Question: I computed the band gap of one SiC crystal with a range of density functionals and kept the atoms fixed. I expected the gap to grow with the sophistication of the functional, but revTPSS comes out below plain LDA. Can I still guess what r2SCAN, AM05 and LMBJ will give, and how far should I trust the guess?

VASP 6.6.1 plane-wave DFT with PAW potentials for SiC (space group F-43m, 2 atoms, cubic edge 4.358 Å), with the same atomic positions in every row and no spin polarisation or spin-orbit coupling. The regular k mesh is 10×10×10 and the smearing width 0.05 eV; the gaps on path are taken along Γ–X–W–K–Γ–L–U–W–L–K and U–X.

```
functional                            potentials  wave cutoff  gap on path (eV)  direct gap on path (eV)
       LDA  VASP PAW LDA potentials, recommended       520 eV             1.305                    4.498
       PBE      VASP PAW PBE potentials, minimal       500 eV             1.357                    4.542
    revPBE  VASP PAW PBE potentials, recommended       520 eV             1.359                    4.537
      RPBE  VASP PAW PBE potentials, recommended       520 eV             1.365                    4.540
    r2SCAN  VASP PAW PBE potentials, recommended       520 eV                 ?                        ?
      AM05  VASP PAW PBE potentials, recommended       520 eV                 ?                        ?
      LMBJ  VASP PAW PBE potentials, recommended       520 eV                 ?                        ?
       MS2  VASP PAW PBE potentials, recommended       520 eV             1.672                    4.864
      SCAN  VASP PAW PBE potentials, recommended       520 eV             1.712                    5.059
    TB-mBJ  VASP PAW PBE potentials, recommended       520 eV             2.345                    5.526
     rSCAN  VASP PAW PBE potentials, recommended       520 eV             1.749                    5.081
   revTPSS  VASP PAW PBE potentials, recommended       520 eV             1.192                    4.389
```

Answer: Sort the functionals by what they do to the electrons at the two band edges, not by their rung. LDA sees only the local density. PBE, revPBE, RPBE and AM05 also see its gradient, and the meta-GGAs (MS2, revTPSS and the SCAN family) add the kinetic-energy density. TB-mBJ and LMBJ are potentials made to improve gaps, with no energy functional behind them.

The gap on path is the smallest step from any filled to any empty state; the direct gap requires both to have the same crystal momentum. In this form of SiC the filled states peak at Γ and the empty ones have their minimum at X, where the smallest direct gap is also expected. The difference between the two gaps is then the drop of the top valence band from Γ to X. Outside SCAN and rSCAN, the known gaps span 1.15 eV, while this drop varies by only 0.02 eV. In those rows, changing the functional therefore mostly moves the conduction edge relative to the valence band. In SCAN and rSCAN the drop is about 0.15 eV larger, and the table does not tell why.

Why does kinetic-energy density move that edge? Take a particle in a one-dimensional box, with levels n²E₁. A constant added to the potential lifts every level equally and leaves the spacing alone. A meta-GGA instead adds a term that acts on the slope of each orbital, much like a change of the particle's mass:

level n = (1 + a) n²E₁
spacing of the first two levels = 3(1 + a)E₁

Here a measures how strongly the energy responds to kinetic-energy density, and a positive a widens the spacing. In SiC this response varies from place to place and the ordinary potential changes too, so the box shows how a gap can open, not by how much.

Theory gives MS2 and SCAN a marked positive response, in line with their wider gaps. In revTPSS the response is weaker, so its gradient terms can outweigh it. That is how two meta-GGAs can fall on opposite sides of LDA. The table shows the two outcomes, but does not isolate the term.

This suggests a simple model: give each new functional the gap of its nearest relative in construction. r2SCAN keeps the main ingredient of SCAN and rSCAN, so it gets their mean, (1.712 + 1.749)/2 = 1.73 eV. AM05 returns to LDA where gradients are small. PBE does so too, so the choice is not clear-cut, but I give AM05 the LDA gap. LMBJ replaces the cell average in TB-mBJ by a local one, which should matter little in a compact crystal, so it gets the TB-mBJ gap. For the direct minus indirect gap, r2SCAN again gets the mean of SCAN and rSCAN, while AM05 and LMBJ get the mean of the other known rows. The error bars are judgements:

r2SCAN: gap 1.73 ± 0.08 eV; direct minus indirect 3.34 ± 0.08 eV
AM05: gap 1.305 ± 0.06 eV; direct minus indirect 3.19 ± 0.03 eV
LMBJ: gap 2.345 ± 0.20 eV; direct minus indirect 3.19 ± 0.05 eV

The withheld rows as computed:

```
functional                            potentials  wave cutoff  gap on path (eV)  direct gap on path (eV)
    r2SCAN  VASP PAW PBE potentials, recommended       520 eV             1.725                    5.059
      AM05  VASP PAW PBE potentials, recommended       520 eV             1.234                    4.447
      LMBJ  VASP PAW PBE potentials, recommended       520 eV             1.844                    5.181
```

Against this table, only the r2SCAN gap falls within its bar, and it does so closely, although r2SCAN had no part in the mean. The analysis printed below lists every miss, but the one for LMBJ is not a fair test. For r2SCAN, the shared treatment of kinetic-energy density was a good guide.

The AM05 forecast is 0.07 eV too high, just outside its bar. One flaw is in my reasoning: band energies follow the potential, which depends on how the energy changes with the gradient. A functional can thus approach LDA in smooth regions and still shift the band edges through its potential where the density varies faster. The LDA run also used its own atomic potentials, and I have not tested how much of the miss that explains.

LMBJ looks like the real failure, with a forecast 0.50 eV too high. But its output also holds the gaps on the regular k mesh: 2.3196 eV, and 5.5048 eV for the direct gap. In every other row, mesh and path agree to about 0.001 eV, because both include the band edges. One potential cannot give two different gaps at the same points, so either the LMBJ levels on the path and on the mesh belong to different potentials, or one set is not converged.

I trust the mesh more, since that is where the density is normally converged. There the gap lies close to the forecast, and the direct minus indirect difference is 3.19 eV, as forecast. The local average then matters little here, as expected.

The outputs do not show what went wrong on the path. One suspect is the kinetic-energy density, which these potentials need as well as the density. If a band run rebuilds it from the path points alone, the potential changes. But TB-mBJ needs it too, and its path and mesh agree, so the fault would have to be particular to the LMBJ run.

So the nearest relative in construction is a fair first guess here, and also a useful alarm. When a computed gap lands far from it, compare the gap on the path with the gap on the mesh before you look for new physics. The two should agree if both include the band edges; a mesh that misses an edge gives too wide a gap.

For a gap you will rely on, the guess is not enough. Compute it with the functional you will use, and at the cell you will use, since these runs do not test how relaxing the crystal would shift each gap. Then check it against a measured gap, because LDA, GGAs and many meta-GGAs give too small a gap for SiC.

Numerical output:

```
spread of the gap over PBE and revPBE and RPBE, eV: 0.008
rSCAN gap less SCAN gap, eV: 0.037
spread of the gap over known rows outside the SCAN family, eV: 1.153
spread of direct less indirect gap over the same rows, eV: 0.022
extra direct less indirect gap in SCAN and rSCAN, eV: 0.1536
power of ten by which the PBE gap raises the intrinsic carrier density over the TB-mBJ gap at 300 K: 8.299
r2SCAN gap forecast, eV: 1.731
r2SCAN gap error bar, eV: 0.08
r2SCAN gap computed, eV: 1.725
r2SCAN gap miss (forecast less computed), eV: 0.0055
AM05 gap forecast, eV: 1.305
AM05 gap error bar, eV: 0.06
AM05 gap computed, eV: 1.234
AM05 gap miss (forecast less computed), eV: 0.071
LMBJ gap forecast, eV: 2.345
LMBJ gap error bar, eV: 0.2
LMBJ gap computed, eV: 1.844
LMBJ gap miss (forecast less computed), eV: 0.501
r2SCAN direct less indirect gap forecast (bar 0.08), eV: 3.34
r2SCAN direct less indirect gap miss, eV: 0.0055
AM05 and LMBJ direct less indirect gap forecast (bars 0.03 and 0.05), eV: 3.186
AM05 direct less indirect gap miss, eV: -0.02714
LMBJ direct less indirect gap miss, eV: -0.1511
Gaps of all rows in eV:
      row    gap  direct gap  direct less indirect  gap less PBE gap
      LDA  1.305       4.498                 3.193            -0.052
      PBE  1.357       4.542                 3.185                 0
   revPBE  1.359       4.537                 3.178             0.002
     RPBE  1.365        4.54                 3.175             0.008
   r2SCAN  1.725       5.059                 3.334             0.368
     AM05  1.234       4.447                 3.213            -0.123
     LMBJ  1.844       5.181                 3.337             0.487
      MS2  1.672       4.864                 3.192             0.315
     SCAN  1.712       5.059                 3.347             0.355
   TB-mBJ  2.345       5.526                 3.181             0.988
    rSCAN  1.749       5.081                 3.332             0.392
  revTPSS  1.192       4.389                 3.197            -0.165
```
